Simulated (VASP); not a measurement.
```
CELL_PARAMETERS angstrom
      0.00000     2.39700     2.39700
      2.39700     0.00000     2.39700
      2.39700     2.39700     0.00000
ATOMIC_POSITIONS crystal
  Zr 0.00000 0.00000 0.00000
  C  0.50000 0.50000 0.50000
```

All values below come from PBE GGA, VASP's PBE PAW potentials (set 64) (plane waves; VASP). Settings: 520 eV cut-off, 12×12×12 Γ-centred mesh, tetrahedra, potentials Zr_sv C.

Task: Give the stress tensor in GPa (positive for a compressed cell).

Result: 
```
-10.51    0.00    0.00
  0.00  -10.51    0.00
  0.00    0.00  -10.51
```
The pressure is its mean diagonal, -10.51 GPa.

The compound is ZrC in the rock salt structure. The cell was not relaxed at this level. The run is one of a series of settings (ISMEAR = -4, SIGMA removed against the base run), some of them coarse on purpose.
